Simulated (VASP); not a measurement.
# GaGe: equation of state with PBEsol

The system is GaGe.

```xyz
2
Lattice="0.0000 2.8978 2.8978 2.8978 0.0000 2.8978 2.8978 2.8978 0.0000" Properties=species:S:1:pos:R:3 pbc="T T T"
Ge    0.0000    0.0000    0.0000
Ga    1.4489    1.4489    1.4489
```

The cell comes from a database or a generator and needn't be the stable form of this composition.

```
Program                : VASP 6.6.1
Task                   : equation of state
Functional             : PBEsol
Potentials or basis    : VASP PAW PBE potentials, release 64 (Ge_d, Ga_d)
Cutoff                 : 520 eV
k mesh                 : 8 × 8 × 8
Occupations            : fermi-dirac, width 0.05 eV
Spin                   : no spin polarisation
Ladder                 : free
Further INCAR settings : ALGO = Normal; EDIFF = 1e-07; NBANDS = 20
```

```
Equilibrium volume                      : 23.21 Å³/atom
Bulk modulus                            : 56 GPa
Pressure derivative of the bulk modulus : 4.8
```

Energy against volume, from the lowest point:
| volume (Å³/atom) | energy (meV/atom) |
| --- | --- |
| 22.875 | 0.69 |
| 23.361 | 0.00 |
| 23.848 | 2.75 |
| 24.335 | 8.57 |
| 24.821 | 17.13 |
| 25.308 | 28.09 |
| 25.795 | 41.18 |

All runs of the series together: 100 s on 1 thread of Intel(R) Xeon(R) Platinum 8488C (Sapphire Rapids), on a shared host.

Caveat: the PAW data sets were made with another functional, which shifts forces and pressure a little.
